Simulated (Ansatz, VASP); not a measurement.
# One calculation of LiSc2AlN2, two programs

```xyz
6
Lattice="-2.1453 2.1453 3.8338 2.1453 -2.1453 3.8338 2.1453 2.1453 -3.8338" Properties=species:S:1:pos:R:3 pbc="T T T"
Li    0.0000    0.0000    0.0000
Sc    0.0000    2.1453    1.9169
Sc    2.1453    0.0000    1.9169
Al    0.0000    0.0000    3.8338
N     0.0000    0.0000    1.9435
N     0.0000    0.0000    5.7241
```

Alike in both runs: functional PBE; k mesh 10 × 10 × 10; occupations gaussian, width 0.1 eV; no spin polarisation.

Ansatz relaxed the structure, and its values are those at the end. VASP's run is a single point on that final structure, the one shown.

|  | VASP | Ansatz |
| --- | --- | --- |
| version | VASP 6.6.1 | Ansatz 0.2.0 |
| potentials or method | VASP PAW PBE potentials, release 64 (Li_sv, Sc_sv, Al, N) | scalar-relativistic, plane waves, PAW |
| plane-wave cutoff (eV) | 520 | 420 |
| valence electrons in the cell | 38 | 38 |

VASP gave:

- gap on the k mesh at the Fermi level (eV): none
- rms of the force components (eV/Å): 0.008

**Question.** What did Ansatz give for the same quantities?

**Answer.** gap on the k mesh at the Fermi level (eV): none; rms of the force components (eV/Å): 0.002.

A gap of «none» marks a metal or a gap that the smearing closes. With one functional, cell and mesh, what is left measures potentials, basis and numerics.
